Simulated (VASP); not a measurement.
**Band gap of wurtzite semiconductors: r2SCAN against PBE**

VASP (plane waves, PAW); cells keep the symmetry of their structure type. No spin-orbit coupling. PBE gaps are read over mesh and path in cells relaxed at that level, r2SCAN gaps over mesh and path in cells relaxed at that level. The two cells differ, so the slope holds a volume effect too.

Here x stands for PBE gap and y for r2SCAN gap.

```csv
solid,PBE gap (eV),r2SCAN gap (eV),cut-off (eV)
CdSe,0.53,1.08,520
ZnO,0.72,?,520
CdS,1.10,1.62,520
GaN,1.72,2.30,520
ZnS,2.08,2.79,520
SiC,2.30,2.66,520
AlN,4.05,4.93,520
BN,5.21,5.72,520
```

Taking a straight line for y over the 7 complete rows: With u = x - 2.4, the rows have u = -1.8700, -1.3000, -0.6800, -0.3200, -0.1000, 1.6500, 2.8100. Means: u 0.027143, y 3.014. About the means, the sum of products is 16.787 and the sum of squares of u is 16.375; the slope is their ratio. Least squares gives y = 2.986 + 1.0251·u. Residuals (row less fit): 0.011, -0.033, 0.011, 0.132, -0.223, 0.253, -0.147; standard error 0.176 (degrees of freedom: 5). The slope is 1.03 with a standard error of 0.043.

Problem. Predict the withheld y at x = 0.72 from the fit, and compare with the calculation.

Solution. u = -1.6800, so y = 2.986 + 1.0251 × (-1.6800) = 1.264 eV. The calculation gives 1.23 eV, 0.034 eV below the prediction (0.7 % of the range of y in the table). The row lies between fitted rows. From the scatter of the fitted rows alone, a prediction at this place has a standard error of 0.202 eV, so the miss is 0.2 times that.

ZnS is here the high-temperature form. SiC is here the rare 2H polytype. BN is here a metastable high-pressure form. Spin-orbit coupling is left out, which can shift this property for CdSe. The rows are a random draw from the solids of this series computed here; series whose standard error about the line passes 12 to 30 % of the range of y, or with no trend, aren't shown in this form.
